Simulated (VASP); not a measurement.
Input for VASP

**KPOINTS**
```
Automatic mesh
0
G
6 6 6
0 0 0
```

**POSCAR**
```
Bi2Se3
1
    2.0611060000     1.1899800000     9.8116220000
   -2.0611060000     1.1899800000     9.8116220000
    0.0000000000    -2.3799610000     9.8116220000
Bi Se
2 3
Direct
  0.3984400000   0.3984400000   0.3984400000
  0.6015600000   0.6015600000   0.6015600000
  0.0000000000   0.0000000000   0.0000000000
  0.2157170000   0.2157170000   0.2157170000
  0.7842830000   0.7842830000   0.7842830000
```

### INCAR
```
ALGO=Normal
EDIFF=1E-6
ENCUT=300
GGA=PE
ISIF=2
ISMEAR=0
LASPH=.TRUE.
LCHARG=.FALSE.
LMAXMIX=4
LREAL=.FALSE.
LWAVE=.FALSE.
NELM=100
PREC=Accurate
SIGMA=0.02
SYSTEM=Bi2Se3
```

POTCAR, in this order: Bi_d Se (PBE.64 set). Program: vasp_std.

### Question
Translate this PBE calculation to Quantum ESPRESSO's pw.x.

### Answer
One equivalent input (not run):
```
&CONTROL
  calculation = 'scf'
  pseudo_dir = './pseudo'
  outdir = './out'
  tprnfor = .true.
  tstress = .true.
/
&SYSTEM
  ibrav = 0
  nat = 5
  ntyp = 2
  ecutwfc = 86
  occupations = 'smearing'
  smearing = 'gaussian'
  degauss = 0.00147
  input_dft = 'pbe'
/
&ELECTRONS
  conv_thr = 7.3e-08
  electron_maxstep = 100
/
ATOMIC_SPECIES
  Bi 208.980 Bi.upf
  Se 78.971 Se.upf
CELL_PARAMETERS angstrom
     2.0611060    1.1899800    9.8116220
    -2.0611060    1.1899800    9.8116220
     0.0000000   -2.3799610    9.8116220
ATOMIC_POSITIONS crystal
  Bi   0.3984400  0.3984400  0.3984400
  Bi   0.6015600  0.6015600  0.6015600
  Se   0.0000000  0.0000000  0.0000000
  Se   0.2157170  0.2157170  0.2157170
  Se   0.7842830  0.7842830  0.7842830
K_POINTS automatic
  6 6 6 0 0 0
```
What does not carry over: the potentials are each code's own (VASP's PAW set, PseudoDojo norm-conserving files in pw.x), so ENCUT and ecutwfc are chosen apart and not converted; conv_thr bounds pw.x's estimated SCF error, while EDIFF bounds the energy change between steps.

The structure comes from a computed database's Bi2Se3 entry; how it stands against other phases isn't given here. The cell was not relaxed at this level.
